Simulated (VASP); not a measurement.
An input for Ansatz (written as the equivalent of a VASP run, and not itself run):

Ansatz 0.2 input:
```yaml
crystal:
  lattice:
    - [1.2801000, -2.2171980, 0.0000000]
    - [1.2801000, 2.2171980, 0.0000000]
    - [0.0000000, 0.0000000, 4.1514000]
  atoms:
    - { symbol: Co, position: [0.3333330, 0.6666670, 0.2500000], spin: 1.8 }
    - { symbol: Co, position: [0.6666670, 0.3333330, 0.7500000], spin: 1.8 }
kpoints:
  mp_grid: { grid: [15, 15, 8] }
hamiltonian:
  xc: pbe
  pseudopotentials: { kind: paw }
magnetization: { spin_polarized: true }
scf:
  occupations: { method: methfessel_paxton, width: 0.1 }
  max_iter: 100
output: { forces: true, stress: true, eigenvalues: true }
```

**Question.** Write the VASP files for the same calculation (PBE).

**Answer.** One answer among several that fit: 
File KPOINTS:
```
Automatic mesh
0
Gamma
15 15 8
0 0 0
```

### POSCAR
```
Co
1
    1.2801000000    -2.2171980000     0.0000000000
    1.2801000000     2.2171980000     0.0000000000
    0.0000000000     0.0000000000     4.1514000000
Co
2
Direct
  0.3333330000   0.6666670000   0.2500000000
  0.6666670000   0.3333330000   0.7500000000
```

### INCAR
```
SYSTEM = Co
PREC = Accurate
ENCUT = 400
EDIFF = 1E-6
NELM = 100
ALGO = Normal
LREAL = .FALSE.
LASPH = .TRUE.
ISMEAR = 1
SIGMA = 0.1
GGA = PE
LMAXMIX = 4
ISPIN = 2
MAGMOM = 1.8 1.8
LORBIT = 10
LWAVE = .FALSE.
LCHARG = .FALSE.
ISIF = 2
```

POTCAR, in this order: Co (PBE.64 set). Program: vasp_std.

What does not carry over: each code has its own PAW files, so the cut-off isn't converted (ENCUT is set for VASP's; basis.ecutwfc is left out, and Ansatz then takes the one that its files recommend); Ansatz stops its SCF on the density residual and VASP on the energy change (EDIFF).

The compound is Co in the hcp structure. The cell was not relaxed at this level.
